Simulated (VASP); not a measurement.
A run of VASP 6.6.1:

Contents of INCAR:

```
  ALGO = Normal
  EDIFF = 1E-7
  EDIFFG = -0.005
  ENCUT = 600
  GGA = PS
  IBRION = 2
  ISIF = 3
  ISMEAR = 1
  KPAR = 4
  LASPH = True
  LCHARG = False
  LREAL = False
  LWAVE = False
  NELM = 80
  NSW = 90
  PREC = Accurate
  SIGMA = 0.1
```

KPOINTS

```
k-points
0
Gamma
  12 12 8
```

POSCAR

```
P2W                                     
1.0
    1.5762515925     -5.5683860214      0.0000000000
    1.5762515925      5.5683860214      0.0000000000
    0.0000000000      0.0000000000      4.9563308788
  P               W             
     4     2
Direct
     0.5701381864710505    0.4298618135289494    0.1171567415719812
     0.4298618135289494    0.5701381864710505    0.6171567415719812
     0.7029213109507112    0.2970786890492887    0.7995170995559201
     0.2970786890492887    0.7029213109507112    0.2995170995559199
     0.9069011406525318    0.0930988593474683    0.0003261588721004
     0.0930988593474683    0.9069011406525318    0.5003261588721003
```

Potentials or basis: VASP PAW PBE potentials, release 64 (P, W_sv).

The run is started by

```console
$ cat potpaw_PBE.64/P/POTCAR potpaw_PBE.64/W_sv/POTCAR > POTCAR
$ mpirun -np 4 vasp_std > vasp.out
```

Hardware: 4 MPI ranks on Intel(R) Xeon(R) 6975P-C (Granite Rapids), with other jobs on the host.

How long does it take, and how much memory?

It took 4.9 min on 4 MPI ranks on Intel(R) Xeon(R) 6975P-C (Granite Rapids), on a shared host, peak memory 0.68 GiB a rank. Counts: scf iterations 30, k points 215, ion steps 3.
